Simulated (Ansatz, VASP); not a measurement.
**Cross-check of Ba7Ti25O57 between VASP and Ansatz**

Wanted: the spread between two codes on one cell, functional and k mesh. Of the first pair: The structure shown is frame 56 of Ansatz's trajectory.

Calculated with Ansatz 0.2.0; plane waves, with VASP 6.6.1 beside it; single point at PBE.

## 1. Set-up

The cell holds 89 atoms: 7 Ba, 25 Ti and 57 O. Cell: a = 10.885 Å, b = 10.885 Å, c = 10.885 Å, α = 90.0°, β = 90.0°, γ = 90.0°. As first built, before any earlier steps moved the atoms (in the runner's words): 89 atoms (7 Ba, 25 Ti, 57 O) placed at random at 4.2 g/cm^3, melted at 4000 K for 10 ps at fixed volume with the Morse and Coulomb pair potential with partial charges (Pedone, Malavasi, Menziani, Cormack and Segre, J. Phys. Chem. B 110, 11780 (2006)). Quenched from 4000 K to 300 K at 100 K/ps and fixed volume, held 10 ps at zero pressure.

## 2. Ansatz: dynamics, PBE

Ansatz runs on its default PAW (the set named soft_2) files.

One frame of this run of dynamics is then solved in both programs, so the motion causes no difference.

The input, input.yaml:

```yaml
crystal:
  lattice:
    - [10.88502, 0.0, 0.0]
    - [0.0, 10.88502, 0.0]
    - [0.0, 0.0, 10.88502]
  atoms:
    - { symbol: Ba, position: [0.14333, 0.10967, 0.88624] }
    - { symbol: Ba, position: [0.54721, 0.36149, 0.18802] }
    - { symbol: Ba, position: [0.26112, 0.79238, 0.42016] }
    - { symbol: Ba, position: [0.60695, 0.71486, 0.42739] }
    - { symbol: Ba, position: [0.75806, 0.05755, 0.71673] }
    - { symbol: Ba, position: [0.08775, 0.44584, 0.72672] }
    - { symbol: Ba, position: [0.97027, 0.9543, 0.26341] }
    - { symbol: Ti, position: [0.53098, 0.06191, 0.42516] }
    - { symbol: Ti, position: [0.30067, 0.48438, 0.39796] }
    - { symbol: Ti, position: [0.58917, 0.75322, 0.83434] }
    - { symbol: Ti, position: [0.42215, 0.97371, 0.70194] }
    - { symbol: Ti, position: [0.75399, 0.65413, 0.12369] }
    - { symbol: Ti, position: [0.36465, 0.37598, 0.93693] }
    - { symbol: Ti, position: [0.23364, 0.71326, 0.7779] }
    - { symbol: Ti, position: [0.43261, 0.65761, 0.11674] }
    - { symbol: Ti, position: [0.09877, 0.67027, 0.07655] }
    - { symbol: Ti, position: [0.97616, 0.81587, 0.61449] }
    - { symbol: Ti, position: [0.80204, 0.5702, 0.61744] }
    - { symbol: Ti, position: [0.8307, 0.16448, 0.03403] }
    - { symbol: Ti, position: [0.61295, 0.94549, 0.1879] }
    - { symbol: Ti, position: [0.2778, 0.91202, 0.11605] }
    - { symbol: Ti, position: [0.08275, 0.34017, 0.10657] }
    - { symbol: Ti, position: [0.48887, 0.10616, 0.96622] }
    - { symbol: Ti, position: [0.02659, 0.13306, 0.54164] }
    - { symbol: Ti, position: [0.4707, 0.51625, 0.67584] }
    - { symbol: Ti, position: [0.71809, 0.41191, 0.87041] }
    - { symbol: Ti, position: [0.33879, 0.25205, 0.61843] }
    - { symbol: Ti, position: [0.99305, 0.62519, 0.35878] }
    - { symbol: Ti, position: [0.65279, 0.3135, 0.54343] }
    - { symbol: Ti, position: [0.85121, 0.2683, 0.3175] }
    - { symbol: Ti, position: [0.26283, 0.17017, 0.32118] }
    - { symbol: Ti, position: [0.8887, 0.85311, 0.93548] }
    - { symbol: O, position: [0.56746, 0.88026, 0.73099] }
    - { symbol: O, position: [0.652, 0.95281, 0.35582] }
    - { symbol: O, position: [0.08056, 0.5081, 0.10222] }
    - { symbol: O, position: [0.67394, 0.48735, 0.55533] }
    - { symbol: O, position: [0.35836, 0.01239, 0.00997] }
    - { symbol: O, position: [0.32162, 0.85102, 0.75458] }
    - { symbol: O, position: [0.61959, 0.14447, 0.52964] }
    - { symbol: O, position: [0.14499, 0.54543, 0.3907] }
    - { symbol: O, position: [0.33594, 0.34689, 0.31006] }
    - { symbol: O, position: [0.32987, 0.57274, 0.75478] }
    - { symbol: O, position: [0.40067, 0.51536, 0.02925] }
    - { symbol: O, position: [0.72558, 0.26788, 0.96263] }
    - { symbol: O, position: [0.47592, 0.85458, 0.19719] }
    - { symbol: O, position: [0.61249, 0.02821, 0.041] }
    - { symbol: O, position: [0.11768, 0.92536, 0.06034] }
    - { symbol: O, position: [0.0127, 0.77122, 0.45944] }
    - { symbol: O, position: [0.45777, 0.94067, 0.52514] }
    - { symbol: O, position: [0.49557, 0.73961, 0.9634] }
    - { symbol: O, position: [0.59907, 0.61255, 0.17167] }
    - { symbol: O, position: [0.92022, 0.54778, 0.50069] }
    - { symbol: O, position: [0.33304, 0.32007, 0.7786] }
    - { symbol: O, position: [0.46195, 0.25834, 0.99764] }
    - { symbol: O, position: [0.2353, 0.3426, 0.53254] }
    - { symbol: O, position: [0.07722, 0.72081, 0.23528] }
    - { symbol: O, position: [0.96234, 0.35974, 0.23826] }
    - { symbol: O, position: [0.70676, 0.3151, 0.37358] }
    - { symbol: O, position: [0.1547, 0.68262, 0.91682] }
    - { symbol: O, position: [0.86709, 0.01725, 0.97289] }
    - { symbol: O, position: [0.27664, 0.75011, 0.1013] }
    - { symbol: O, position: [0.73528, 0.82102, 0.14517] }
    - { symbol: O, position: [0.84483, 0.62439, 0.26939] }
    - { symbol: O, position: [0.5698, 0.64553, 0.71265] }
    - { symbol: O, position: [0.48558, 0.34261, 0.58965] }
    - { symbol: O, position: [0.38576, 0.15341, 0.43744] }
    - { symbol: O, position: [0.3905, 0.55726, 0.52524] }
    - { symbol: O, position: [0.81996, 0.72911, 0.61663] }
    - { symbol: O, position: [0.72751, 0.29847, 0.69569] }
    - { symbol: O, position: [0.20458, 0.34475, 0.97595] }
    - { symbol: O, position: [0.27599, 0.99966, 0.25986] }
    - { symbol: O, position: [0.9509, 0.86151, 0.78573] }
    - { symbol: O, position: [0.97298, 0.24886, 0.01591] }
    - { symbol: O, position: [0.48585, 0.08649, 0.805] }
    - { symbol: O, position: [0.03309, 0.20968, 0.67963] }
    - { symbol: O, position: [0.11418, 0.71993, 0.6663] }
    - { symbol: O, position: [0.54967, 0.44239, 0.82239] }
    - { symbol: O, position: [0.8217, 0.1616, 0.19814] }
    - { symbol: O, position: [0.97245, 0.98194, 0.56506] }
    - { symbol: O, position: [0.90154, 0.19716, 0.45414] }
    - { symbol: O, position: [0.3715, 0.59708, 0.28643] }
    - { symbol: O, position: [0.31624, 0.09668, 0.66265] }
    - { symbol: O, position: [0.5358, 0.11216, 0.25497] }
    - { symbol: O, position: [0.93476, 0.72808, 0.0355] }
    - { symbol: O, position: [0.74308, 0.52305, 0.00271] }
    - { symbol: O, position: [0.7401, 0.79475, 0.89023] }
    - { symbol: O, position: [0.16883, 0.21963, 0.18984] }
    - { symbol: O, position: [0.82982, 0.50787, 0.7673] }
    - { symbol: O, position: [0.13838, 0.12174, 0.42783] }
kpoints:
  mp_grid: { grid: [1, 1, 1] }
hamiltonian:
  xc: pbe
scf:
  occupations: { method: fixed }
output:
  forces: true
md:
  timestep: 1.0
  n_steps: 169
  ensemble: nve
  temperature: 400
  initial_velocities: maxwell_boltzmann
  seed: 2586
```

Launch:

```
$ ansatz run input.yaml --threads 4 --pin off --max-ram 8192MiB --backend cpu --events-out ev --progress --plain --runs-dir out
```

Numbers of over 12 decimals in the logs are rounded to 6 here.

Output:

```text
Warning: md: disabling space-group detection — thermal motion breaks the input geometry's symmetry, so no spatial operation reduces the k-mesh or symmetrises the density; time reversal is kept, so that k and −k are solved as one point where they differ and the mesh holds both, and exact exchange and, on two spinor components, a DFT+U term hold to it where the run has them: on two components no moment then forms, and  [...]
Engine: ansatz 0.2.0, aarch64-unknown-linux-gnu
Pseudopotentials: kind: paw
Pseudopotential: Ba, paw, valence charge 10, recommended cutoff 420 eV (normal), Ba.paw.azcp
Pseudopotential: Ti, paw, valence charge 12, recommended cutoff 420 eV (normal), Ti.paw.azcp
Pseudopotential: O, paw, valence charge 6, recommended cutoff 420 eV (normal), O.paw.azcp
Functional definition: PBE
  parameter kappa = 0.804
  parameter beta = 0.066725
  exchange = pbe_x(kappa = kappa, mu = beta*pi^2/3)
  correlation = pbe_c(beta = beta)
Crystal: 89 atoms, lattice volume = 1289.697 Å³
Basis set: ecut = 420 eV, 25269 PW (Γ), exchange–correlation on 150×150×150 points (8 copies of the dense FFT grid, shifted against one another)
Bands: 445, of which v1, the nominal top of the filled ones, is band 356 counted from 1 (355 counted from 0)
Symmetry: 1 space group operations
k-points: 1
Non-local potential: Ba, projectors of the file, l = 0: 3, l = 1: 2, l = 2: 2, l = 3: 2
Non-local potential: Ti, projectors of the file, l = 0: 3, l = 1: 2, l = 2: 3, l = 3: 1
Non-local potential: O, projectors of the file, l = 0: 2, l = 1: 2, l = 2: 1
PAW form: soft (Blöchl's): semilocal exchange-correlation on the pseudo side does not see the compensation charge
PAW one-centre angular grid: Ba, 194 points (default); XC on 64 Gauss nodes
PAW one-centre angular grid: Ti, 590 points (default); XC on 64 Gauss nodes
PAW one-centre angular grid: O, 110 points (default); XC on 64 Gauss nodes
Initial density: superposition of atomic densities (neutral atoms: chi_scale 0, normalization atom), corrected by the library's trained network
Initial wavefunctions: pseudopotential atomic-orbital guess
Functional: x = pbe(κ = 0.804, μ = 0.219515), c = pbe(β = 0.066725)
SCF iter   1: F=—  HF=-136600.929678 eV  |F-HF|=—  |Δ(HF+E_count)|=         —  Δρ=4.04e-3  dr2=2.20e-1  ethr=1.77e-3  ⟨swp⟩=5.0  Hψ=1428  notcnv=0  defer=81
preconditioner: auto → Resta (q_TF=auto, 2.471 Å⁻¹)  ε∞=5.9  [insulator: Δε(μ)=2.134 eV  Ē_g=10.422 eV  n_scr=340 (ndim 8)  ℏωp=23.1 eV  f_vac=0.092  ε∞_Penn≈5.9]
SCF iter   2: F=—  HF=-136600.911088 eV  |F-HF|=—  |Δ(HF+E_count)|=   1.86e-2  Δρ=2.21e-3  dr2=4.93e-2  ethr=3.09e-5  ⟨swp⟩=3.0  Hψ=675  notcnv=0  defer=87
SCF iter   3: F=—  HF=-136600.911602 eV  |F-HF|=—  |Δ(HF+E_count)|=   5.14e-4  Δρ=1.12e-3  dr2=2.03e-2  ethr=6.93e-6  ⟨swp⟩=3.0  Hψ=565  notcnv=0  defer=87
SCF iter   4: F=—  HF=-136600.911696 eV  |F-HF|=—  |Δ(HF+E_count)|=   9.35e-5  Δρ=4.28e-4  dr2=3.64e-3  ethr=2.84e-6  ⟨swp⟩=3.0  Hψ=725  notcnv=0  defer=87
SCF iter   5: F=—  HF=-136600.911606 eV  |F-HF|=—  |Δ(HF+E_count)|=   8.97e-5  Δρ=2.26e-4  dr2=8.48e-4  ethr=5.11e-7  ⟨swp⟩=2.0  Hψ=710  notcnv=0  defer=87
SCF iter   6: F=—  HF=-136600.911658 eV  |F-HF|=—  |Δ(HF+E_count)|=   5.18e-5  Δρ=1.31e-4  dr2=2.40e-4  ethr=1.19e-7  ⟨swp⟩=2.0  Hψ=567  notcnv=0  defer=87
SCF iter   7: F=—  HF=-136600.911718 eV  |F-HF|=—  |Δ(HF+E_count)|=   6.01e-5  Δρ=5.34e-5  dr2=4.27e-5  ethr=3.37e-8  ⟨swp⟩=2.0  Hψ=568  notcnv=0  defer=83
SCF iter   8: F=—  HF=-136600.909313 eV  |F-HF|=—  |Δ(HF+E_count)|=   2.40e-3  Δρ=2.69e-5  dr2=1.09e-5  ethr=6.00e-9  ⟨swp⟩=2.0  Hψ=799  notcnv=0  defer=83
SCF iter   9: F=—  HF=-136600.909318 eV  |F-HF|=—  |Δ(HF+E_count)|=   5.05e-6  Δρ=1.46e-5  dr2=3.64e-6  ethr=1.53e-9  ⟨swp⟩=2.0  Hψ=721  notcnv=0  defer=83
SCF iter  10: F=—  HF=-136600.909319 eV  |F-HF|=—  |Δ(HF+E_count)|=   1.18e-6  Δρ=8.81e-6  dr2=1.27e-6  ethr=5.12e-10  ⟨swp⟩=2.0  Hψ=718  notcnv=0  defer=83
SCF iter  11: F=—  HF=-136600.909320 eV  |F-HF|=—  |Δ(HF+E_count)|=   1.99e-7  Δρ=3.44e-6  dr2=1.90e-7  ethr=1.78e-10  ⟨swp⟩=2.0  Hψ=718  notcnv=0  defer=83
SCF iter  12: F=-136600.909320 eV  HF=-136600.909320 eV  |F-HF|=1.69e-8  |Δ(HF+E_count)|=   1.14e-7  Δρ=2.03e-6  dr2=6.44e-8  ethr=1.25e-11  ⟨swp⟩=4.0  Hψ=1517  notcnv=0
SCF 1 converged in 12 iterations: F = -136600.909320 eV  dr2 = 6.44e-8
  greatest PAW one-centre occupation: 0.999 electrons in one spin orbital (limit 2), on the Ti atom at site 7 (counted from 0), in its partial waves of l = 0
[...]
md step   161: t =   161.00 fs  T =   505.1 K  F+E_penalty+E_count = -136602.10990398 eV  E_kin = 5.745873 eV  conserved = -136596.36403123 eV  (5 SCF iters)
md step   162: t =   162.00 fs  T =   508.4 K  F+E_penalty+E_count = -136602.14690020 eV  E_kin = 5.782725 eV  conserved = -136596.36417556 eV  (4 SCF iters)
md step   163: t =   163.00 fs  T =   509.9 K  F+E_penalty+E_count = -136602.16435576 eV  E_kin = 5.800142 eV  conserved = -136596.36421362 eV  (4 SCF iters)
md step   164: t =   164.00 fs  T =   509.7 K  F+E_penalty+E_count = -136602.16172632 eV  E_kin = 5.797590 eV  conserved = -136596.36413613 eV  (4 SCF iters)
md step   165: t =   165.00 fs  T =   507.8 K  F+E_penalty+E_count = -136602.14028295 eV  E_kin = 5.776335 eV  conserved = -136596.36394786 eV  (4 SCF iters)
md step   166: t =   166.00 fs  T =   504.6 K  F+E_penalty+E_count = -136602.10303688 eV  E_kin = 5.739371 eV  conserved = -136596.36366539 eV  (4 SCF iters)
md step   167: t =   167.00 fs  T =   500.3 K  F+E_penalty+E_count = -136602.05445964 eV  E_kin = 5.691142 eV  conserved = -136596.36331720 eV  (3 SCF iters)
md step   168: t =   168.00 fs  T =   495.6 K  F+E_penalty+E_count = -136602.00001200 eV  E_kin = 5.637068 eV  conserved = -136596.36294368 eV  (5 SCF iters)
[...]
md step   169: t =   169.00 fs  T =   490.8 K  F+E_penalty+E_count = -136601.94552601 eV  E_kin = 5.582937 eV  conserved = -136596.36258948 eV  (10 SCF iters)
SCF converged after 10 iterations
Free energy (F): -136601.945526 eV
Harris-Foulkes:  -136601.945526 eV  (|F-HF|=4.10e-9)
Internal energy: -136601.945526 eV  (E = F + TS)
E sigma→0 (E₀):  -136601.945526 eV
Fermi energy:    6.400983 eV
--- Per-component energies (eV) ---
  E_band       = -6579.776428
  E_kinetic    = 17971.808639
  E_local      = -59093.263049  (includes V_loc(G=0)·N_el)
  E_nonlocal   = 3221.809465
  E_hartree    = 23593.983819
  E_xc         = -7843.944659
  E_vxc        = -9394.085585  (∫ρ·V_xc dr)
  E_paw        = -71726.261213  (= ΣΔE_a)
  E_vpaw       = -6474.152806  (= ΣTr[D̂ρ^β])
  E_aug_tail   = 0.141764  (compensation charges beyond the density's cutoff)
  E_ewald      = -42726.220292
  E_smearing   = -0.000000  (= −TS)
  E_closure    = -0.000000  (closes the sum)
  Σ components = -136601.945526   (vs F -136601.945526, Δ=0.00e0)
--- Forces (eV/Å), atoms counted from 1 ---
  atom   1  Ba    -0.42620195    -0.19498412    -0.15906908
  atom   2  Ba    -0.06156893    -0.46600437     0.10320714
  atom   3  Ba     0.33663503     0.80384468    -0.11630858
  atom   4  Ba     0.29738433     1.22904646    -0.82912533
  atom   5  Ba     0.38959600     0.15898220    -0.12776078
  atom   6  Ba    -0.05102423     0.12325785    -0.40332947
  atom   7  Ba    -0.25858857     0.33163217    -0.22971950
  atom   8  Ti    -1.46992819    -1.54156135    -1.65721772
  atom   9  Ti     0.14615033     0.32514978     0.79159709
  atom  10  Ti    -0.21280777    -0.64773139    -0.33866119
  atom  11  Ti    -0.68226902     1.48220819    -0.81291606
  atom  12  Ti     0.89220277     1.16661053     2.57546012
  atom  13  Ti    -0.32160561    -1.17693178    -0.50632796
  atom  14  Ti    -0.99352348    -1.49712551    -0.86183213
  atom  15  Ti     0.39300702    -0.36378585     0.24448328
  atom  16  Ti    -1.31160547    -0.69526754     0.21856919
  atom  17  Ti     0.60105698    -0.53164439     0.82337074
  atom  18  Ti     2.35573397     0.70337866     2.99672916
  atom  19  Ti    -0.63899409     1.03151716     1.72190902
  atom  20  Ti    -1.03312995    -0.43840580    -1.34948897
  atom  21  Ti    -0.97217634    -0.99277909     1.09241658
  atom  22  Ti     0.60227077     1.39260701     0.07004138
  atom  23  Ti     0.06590017     1.20816789     1.80311818
  atom  24  Ti    -0.34820305    -0.24049043     0.09307680
[...]
atom  82  O      0.71567835    -1.65717144     0.53112737
  atom  83  O      0.38567974    -0.93538174     0.40265346
  atom  84  O     -0.00455107     0.22129315    -0.56701785
  atom  85  O     -0.02718327    -0.34022259    -1.21911348
  atom  86  O     -0.48149544    -0.33333948     0.52367949
  atom  87  O     -0.09441826    -1.04671046     0.89210326
  atom  88  O     -1.25531015     0.37672898    -0.15024424
  atom  89  O     -0.95235847    -0.66669935     0.11871951
  max |Σ_I F_I| component: 8.66e-5 eV/Å
--- MD trajectory: 169 steps, t = 0.0 → 169.0 fs ---
  final state: T = 490.8 K   F+E_penalty+E_count = -136601.94552601 eV   E_kin = 5.582937 eV
  conserved energy: peak-to-peak 6.587e-3 eV (7.401e-5 eV/atom) over 169.0 fs
```

(Continued in part 2 of 3.)

[Lines on the potential files, build, host, timing and source positions are cut from VASP's logs without a mark.]

[Logs are printed without paths, hosts, clocks, repeated set-up lines and the standing remarks that a program may print on its own settings, such as how far it seeks lower states.]

[Hosts, paths, dates, database ids (printed as entryN), source tags and the programs' standing remarks are cut or masked in the printed files.]
